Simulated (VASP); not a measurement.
W: band structure with PBE

Crystal: W.

```
CELL_PARAMETERS angstrom
-1.57761 1.57761 1.57761
1.57761 -1.57761 1.57761
1.57761 1.57761 -1.57761
ATOMIC_POSITIONS crystal
W 0.00000 0.00000 0.00000
```

| Quantity | Value |
| --- | --- |
| Program | VASP 6.6.1 |
| Task | band structure |
| Functional | PBE |
| Potentials or basis | VASP PAW PBE potentials, release 64 (W_sv) |
| Cutoff | 520 eV |
| k mesh | 16 × 16 × 16 |
| Occupations | methfessel-paxton, width 0.1 eV |
| Spin | spin-orbit coupling, no magnetisation |
| Further INCAR settings | ALGO = Normal; EDIFF = 1e-06; NBANDS = 25 |

* Pressure: 9.8 GPa
* Valence electrons inside the program's atomic spheres: W 12.13

Wall time 28 s on 4 MPI ranks on Intel(R) Xeon(R) Platinum 8488C (Sapphire Rapids) (shared host), peak memory 0.26 GiB a rank.
